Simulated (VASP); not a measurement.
# Band gap of ZnS (Sphalerite) at several levels of theory, part 2 of 2

Aim: the gap of ZnS (Sphalerite) on one structure at many levels of theory. The starting structure is a measured crystal structure from the Crystallography Open Database. Cell and atoms stay as given. Meshes and data sets differ where the inputs say so.

VASP 6.6.1.

Results so far: LDA 1.872 eV; PBE 2.096 eV; r2SCAN 2.656 eV; TB-mBJ 3.685 eV.

## (6) Bands with HSE06

Level of this step: HSE06; plane waves and PAW (Zn, S) (VASP).

HSE06 mixes in a quarter of exact exchange at short range, at far higher cost; in semiconductors this cures much of the gap error, while metals seldom gain. This run uses a 5×5×5 mesh. Its starting orbitals come from a semilocal run on the same mesh, not shown.

Contents of INCAR:

```
SYSTEM = ZnS
PREC = Accurate
ENCUT = 350
EDIFF = 1E-06
NELM = 100
ISMEAR = 0
SIGMA = 0.03
LREAL = .FALSE.
ALGO = Normal
LHFCALC = .TRUE.
AEXX = 0.25
GGA = PE
HFSCREEN = 0.2
LASPH = .TRUE.
NBANDS = 15
PRECFOCK = Fast
LORBIT = 11
LWAVE = .FALSE.
LCHARG = .FALSE.
KPAR = 4
```

Contents of POSCAR:

```
ZnS
1.0
    0.0000000000      2.7046500000      2.7046500000
    2.7046500000      0.0000000000      2.7046500000
    2.7046500000      2.7046500000      0.0000000000
Zn S
1 1
Direct
    0.0000000000      0.0000000000      0.0000000000
    0.7500000000      0.7500000000      0.7500000000
```

Contents of KPOINTS:

```
Automatic mesh
0
Gamma
5 5 5
0 0 0
```

Contents of KPOINTS_OPT:

```
Line mode
10
Line-mode
Reciprocal
  0.00000000   0.00000000   0.00000000 GAMMA
  0.50000000   0.00000000   0.50000000 X

  0.50000000   0.00000000   0.50000000 X
  0.50000000   0.25000000   0.75000000 W

  0.50000000   0.25000000   0.75000000 W
  0.37500000   0.37500000   0.75000000 K

  0.37500000   0.37500000   0.75000000 K
  0.00000000   0.00000000   0.00000000 GAMMA

  0.00000000   0.00000000   0.00000000 GAMMA
  0.50000000   0.50000000   0.50000000 L

  0.50000000   0.50000000   0.50000000 L
  0.62500000   0.25000000   0.62500000 U

  0.62500000   0.25000000   0.62500000 U
  0.50000000   0.25000000   0.75000000 W

  0.50000000   0.25000000   0.75000000 W
  0.50000000   0.50000000   0.50000000 L

  0.50000000   0.50000000   0.50000000 L
  0.37500000   0.37500000   0.75000000 K

  0.62500000   0.25000000   0.62500000 U
  0.50000000   0.00000000   0.50000000 X
```

Potentials, in the order of the species: Zn and S (PBE family, release 64).

On the command line:

```sh
$ mpirun -np 4 vasp_std
```

Numbers of over 12 decimals in the logs are rounded to 6 here.

The log of the run:

```text
[banner, memory and clock lines left out]
running    4 mpi-ranks, on    1 nodes
[...]
LDA part: xc-table for (Slater+PW92), standard interpolation
 found WAVECAR, reading the header
 POSCAR, INCAR and KPOINTS ok, starting setup
[...]
reading WAVECAR
 the WAVECAR file was read successfully
 initial charge from wavefunction
 entering main loop
       N       E                     dE             d eps       ncg     rms          rms(c)
DAV:   1    -0.843437819374E+01   -0.84344E+01   -0.12347E+00   402   0.321E+01    0.279E+00
DAV:   2    -0.838405863836E+01    0.50320E-01   -0.28357E-01   349   0.113E+01    0.170E+00
DAV:   3    -0.838131208689E+01    0.27466E-02   -0.30491E-02   370   0.296E+00    0.118E+00
DAV:   4    -0.838069970662E+01    0.61238E-03   -0.31695E-03   314   0.684E-01    0.747E-01
[...]
DAV:   8    -0.838049050507E+01    0.74669E-05   -0.44477E-06   349   0.147E-02    0.696E-02
DAV:   9    -0.838048794147E+01    0.25636E-05   -0.13630E-06   280   0.945E-03    0.363E-02
DAV:  10    -0.838048723129E+01    0.71018E-06   -0.59910E-07   234   0.647E-03
   1 F= -.83804872E+01 E0= -.83804872E+01  d E =-.936357E-15
 Start KPOINTS_OPT (optional k-point list driver)
k-point batch [1-10\100]
       N       E                     dE             ncg
DAV:   1     0.159929499921E+03   -0.25431E+04      300
DAV:   2    -0.820160965884E+03   -0.98009E+03      335
DAV:   3    -0.888084569634E+03   -0.67924E+02      377
DAV:   4    -0.889207445265E+03   -0.11229E+01      398
DAV:   5    -0.889219130891E+03   -0.11686E-01      398
DAV:   6    -0.889219304151E+03   -0.17326E-03      384
DAV:   7    -0.889219307488E+03   -0.33368E-05      384
DAV:   8    -0.889219307558E+03   -0.70205E-07      276
[...]
k-point batch [91-100\100]
       N       E                     dE             ncg
DAV:   1     0.151333579547E+02   -0.58110E+04      300
DAV:   2    -0.903528464541E+03   -0.91866E+03      363
DAV:   3    -0.957416818795E+03   -0.53888E+02      356
DAV:   4    -0.958240737358E+03   -0.82392E+00      398
DAV:   5    -0.958250108805E+03   -0.93714E-02      412
DAV:   6    -0.958250253101E+03   -0.14430E-03      405
DAV:   7    -0.958250256064E+03   -0.29624E-05      398
DAV:   8    -0.958250256126E+03   -0.62231E-07      318
```

Wall time 2.7 min (4 MPI ranks of Intel Xeon 6975P-C (Granite Rapids), shared host); peak memory 0.99 GiB; 11 min of CPU time.

OUTCAR, selected parts (step 6):

```text
 POSITION                                       TOTAL-FORCE (eV/Angst)
 -----------------------------------------------------------------------------------
      0.00000      0.00000      0.00000         0.000000      0.000000      0.000000
      4.05697      4.05697      4.05697        -0.000000     -0.000000     -0.000000
 -----------------------------------------------------------------------------------
    total drift:                               -0.000208     -0.000171     -0.000113

  FREE ENERGIE OF THE ION-ELECTRON SYSTEM (eV)
  ---------------------------------------------------
  free  energy   TOTEN  =        -8.3804872313 eV

  energy  without entropy=       -8.3804872313  energy(sigma->0) =       -8.38048723

[... 1 part as in an earlier step ...]

[... 2 further parts left out ...]
[key lines of the parts left out:]
E-fermi :   1.5046
```

HSE06 gives a direct gap of 3.331 eV. The least gap is +1.459 eV from that of LDA, on another mesh, which alone can move a gap by some hundredths of an eV.

## (7) Bands with PBE0

PBE0 keeps a quarter of exact exchange at all ranges; it tends to overshoot small gaps. This run uses a 5×5×5 mesh. It starts from the orbitals of an earlier run, not shown.

Changes to INCAR since step 6:

```diff
@@ -12,3 +12,2 @@
 GGA = PE
-HFSCREEN = 0.2
 LASPH = .TRUE.
@@ -16,2 +15,3 @@
 PRECFOCK = Fast
+HFRCUT = -1
 LORBIT = 11
```

POSCAR is that of step 6.

KPOINTS is that of step 6.

KPOINTS_OPT is that of step 6.

On the command line:

```sh
$ mpirun -np 4 vasp_std
```

The log of the run:

```text
[banner, memory and clock lines left out]
running    4 mpi-ranks, on    1 nodes
[...]
LDA part: xc-table for (Slater+PW92), standard interpolation
 found WAVECAR, reading the header
 POSCAR, INCAR and KPOINTS ok, starting setup
[...]
HFRCUT set to (new)   10.569673
 reading WAVECAR
 the WAVECAR file was read successfully
 initial charge from wavefunction
 entering main loop
       N       E                     dE             d eps       ncg     rms          rms(c)
DAV:   1    -0.895715412668E+01   -0.89572E+01   -0.11440E+00   402   0.312E+01    0.265E+00
DAV:   2    -0.891969168567E+01    0.37462E-01   -0.25329E-01   349   0.104E+01    0.169E+00
DAV:   3    -0.891641330330E+01    0.32784E-02   -0.32501E-02   377   0.320E+00    0.115E+00
DAV:   4    -0.891575010161E+01    0.66320E-03   -0.35388E-03   314   0.706E-01    0.730E-01
[...]
DAV:   9    -0.891553410538E+01    0.28947E-05   -0.15917E-06   327   0.932E-03    0.347E-02
DAV:  10    -0.891553302805E+01    0.10773E-05   -0.46610E-07   234   0.585E-03    0.183E-02
DAV:  11    -0.891553259392E+01    0.43413E-06   -0.24706E-07   178   0.421E-03
   1 F= -.89155326E+01 E0= -.89155326E+01  d E =-.560019E-17
 Start KPOINTS_OPT (optional k-point list driver)
k-point batch [1-10\100]
       N       E                     dE             ncg
DAV:   1     0.120408078532E+03   -0.25827E+04      300
DAV:   2    -0.890754444418E+03   -0.10112E+04      335
DAV:   3    -0.960166662243E+03   -0.69412E+02      377
DAV:   4    -0.961299394690E+03   -0.11327E+01      391
DAV:   5    -0.961311307299E+03   -0.11913E-01      398
DAV:   6    -0.961311491472E+03   -0.18417E-03      384
DAV:   7    -0.961311495258E+03   -0.37863E-05      384
DAV:   8    -0.961311495344E+03   -0.85427E-07      283
[...]
k-point batch [91-100\100]
       N       E                     dE             ncg
DAV:   1    -0.352196075555E+02   -0.58614E+04      300
DAV:   2    -0.975531681821E+03   -0.94031E+03      363
DAV:   3    -0.103046996601E+04   -0.54938E+02      356
DAV:   4    -0.103130190233E+04   -0.83194E+00      398
DAV:   5    -0.103131135693E+04   -0.94546E-02      412
DAV:   6    -0.103131150642E+04   -0.14949E-03      405
DAV:   7    -0.103131150955E+04   -0.31232E-05      398
DAV:   8    -0.103131150961E+04   -0.66125E-07      318
```

The job ended after 2.6 min (4 MPI ranks; peak memory 0.64 GiB; 11 min of CPU time).

OUTCAR, selected parts (step 7):

```text
 POSITION                                       TOTAL-FORCE (eV/Angst)
 -----------------------------------------------------------------------------------
      0.00000      0.00000      0.00000        -0.000000     -0.000000     -0.000000
      4.05697      4.05697      4.05697         0.000000      0.000000      0.000000
 -----------------------------------------------------------------------------------
    total drift:                               -0.000123     -0.000109     -0.000068

  FREE ENERGIE OF THE ION-ELECTRON SYSTEM (eV)
  ---------------------------------------------------
  free  energy   TOTEN  =        -8.9155325939 eV

  energy  without entropy=       -8.9155325939  energy(sigma->0) =       -8.91553259

[... 2 parts as in an earlier step ...]

[... 1 further part left out ...]
[key lines of the parts left out:]
E-fermi :   1.1540
```

PBE0 gives a direct gap of 3.996 eV. The least gap is +2.124 eV from that of LDA, on another mesh, which alone can move a gap by some hundredths of an eV.

## (8) Bands with r2SCAN-EpsX

Here the share of exact exchange is set to the inverse of the computed dielectric constant, since screening weakens exchange. This run uses a 5×5×5 mesh. It starts from the orbitals of an earlier run, not shown.

Changes to INCAR since step 7:

```diff
@@ -10,4 +10,4 @@
 LHFCALC = .TRUE.
-AEXX = 0.25
-GGA = PE
+AEXX = 0.161
+METAGGA = R2SCAN
 LASPH = .TRUE.
```

POSCAR is that of step 7.

KPOINTS is that of step 7.

KPOINTS_OPT is that of step 7.

On the command line:

```sh
$ mpirun -np 4 vasp_std
```

The log of the run:

```text
[banner, memory and clock lines left out]
running    4 mpi-ranks, on    1 nodes
[...]
[... a notice as in an earlier step ...]

 LDA part: xc-table for (None), standard interpolation
 found WAVECAR, reading the header
 POSCAR, INCAR and KPOINTS ok, starting setup
[...]
HFRCUT set to (new)   10.569673
 reading WAVECAR
 the WAVECAR file was read successfully
 initial charge from wavefunction
 entering main loop
       N       E                     dE             d eps       ncg     rms          rms(c)
DAV:   1    -0.184014373397E+02   -0.18401E+02   -0.16310E+00   386   0.304E+01    0.343E+00
DAV:   2    -0.183377093471E+02    0.63728E-01   -0.31231E-01   335   0.131E+01    0.195E+00
DAV:   3    -0.183427366983E+02   -0.50274E-02   -0.32247E-02   370   0.295E+00    0.129E+00
DAV:   4    -0.183429189869E+02   -0.18229E-03   -0.30470E-03   357   0.827E-01    0.798E-01
[...]
DAV:   9    -0.183429145251E+02   -0.23051E-05   -0.15345E-06   286   0.133E-02    0.523E-02
DAV:  10    -0.183429157365E+02   -0.12114E-05   -0.74328E-07   234   0.936E-03    0.286E-02
DAV:  11    -0.183429163684E+02   -0.63191E-06   -0.32848E-07   171   0.616E-03
   1 F= -.18342916E+02 E0= -.18342916E+02  d E =-.972493E-13
 Start KPOINTS_OPT (optional k-point list driver)
k-point batch [1-10\100]
       N       E                     dE             ncg
DAV:   1     0.131455877172E+03   -0.25716E+04      300
DAV:   2    -0.819639404996E+03   -0.95110E+03      342
DAV:   3    -0.881137582609E+03   -0.61498E+02      370
DAV:   4    -0.881959234886E+03   -0.82165E+00      398
DAV:   5    -0.881967182449E+03   -0.79476E-02      405
DAV:   6    -0.881967300397E+03   -0.11795E-03      405
DAV:   7    -0.881967302737E+03   -0.23397E-05      391
DAV:   8    -0.881967302785E+03   -0.48533E-07      297
[...]
k-point batch [91-100\100]
       N       E                     dE             ncg
DAV:   1    -0.186855538432E+02   -0.58448E+04      300
DAV:   2    -0.900650937852E+03   -0.88197E+03      363
DAV:   3    -0.950038455424E+03   -0.49388E+02      363
DAV:   4    -0.950674180009E+03   -0.63572E+00      412
DAV:   5    -0.950680988016E+03   -0.68080E-02      419
DAV:   6    -0.950681093308E+03   -0.10529E-03      419
DAV:   7    -0.950681095367E+03   -0.20593E-05      405
DAV:   8    -0.950681095407E+03   -0.39234E-07      318
```

The job ended after 2.7 min (4 MPI ranks; peak memory 0.66 GiB; 11 min of CPU time).

OUTCAR, selected parts (step 8):

```text
 POSITION                                       TOTAL-FORCE (eV/Angst)
 -----------------------------------------------------------------------------------
      0.00000      0.00000      0.00000        -0.000000     -0.000000     -0.000000
      4.05697      4.05697      4.05697         0.000000      0.000000      0.000000
 -----------------------------------------------------------------------------------
    total drift:                               -0.000239     -0.000116     -0.000124

  FREE ENERGIE OF THE ION-ELECTRON SYSTEM (eV)
  ---------------------------------------------------
  free  energy   TOTEN  =       -18.3429163684 eV

  energy  without entropy=      -18.3429163684  energy(sigma->0) =      -18.34291637

[... 2 parts as in an earlier step ...]

[... 1 further part left out ...]
[key lines of the parts left out:]
E-fermi :   1.3112
```

r2SCAN-EpsX gives a direct gap of 3.736 eV. The least gap is +1.865 eV from that of LDA, on another mesh, which alone can move a gap by some hundredths of an eV.

## (9) All runs side by side

```
      level  gap (eV)  least direct gap (eV)   mesh  core minutes
        LDA     1.872                  1.872  8×8×8          0.24
        PBE     2.096                  2.096  8×8×8          0.24
     r2SCAN     2.656                  2.656  8×8×8         0.867
     TB-mBJ     3.685                  3.685  8×8×8           1.0
      HSE06     3.331                  3.331  5×5×5          10.9
       PBE0     3.996                  3.996  5×5×5          10.6
r2SCAN-EpsX     3.736                  3.736  5×5×5          10.9
```

Core minutes are wall time times ranks of the run shown, on a shared host.

## (10) What came out

```yaml
gap_lda: 1.872 eV
gap_pbe: 2.096 eV
gap_r2scan: 2.656 eV
gap_tb_mbj: 3.685 eV
gap_hse06: 3.331 eV
gap_pbe0: 3.996 eV
gap_r2scan_epsx: 3.736 eV
```

What this shows: Without spin-orbit coupling the gap of ZnS (Sphalerite) runs from 1.872 eV (LDA) to 3.996 eV (PBE0). HSE06 gives +1.24 eV from PBE, on another mesh, which alone can move a gap by some hundredths of an eV. TB-mBJ lies +0.35 eV from HSE06, on another mesh, which alone can move a gap by some hundredths of an eV. LASPH is on in some of these runs and off in others, which adds a little to the differences. These are gaps between Kohn-Sham or generalised Kohn-Sham levels of a static lattice, without excitons or temperature. Further runs on this material are not shown.

[Lines on the potential files, build, host, timing and source positions are cut from VASP's logs without a mark.]

[Logs are printed without paths, hosts, clocks, repeated set-up lines and the standing remarks that a program may print on its own settings, such as how far it seeks lower states.]

[Hosts, paths, dates, database ids (printed as entryN), source tags and the programs' standing remarks are cut or masked in the printed files.]
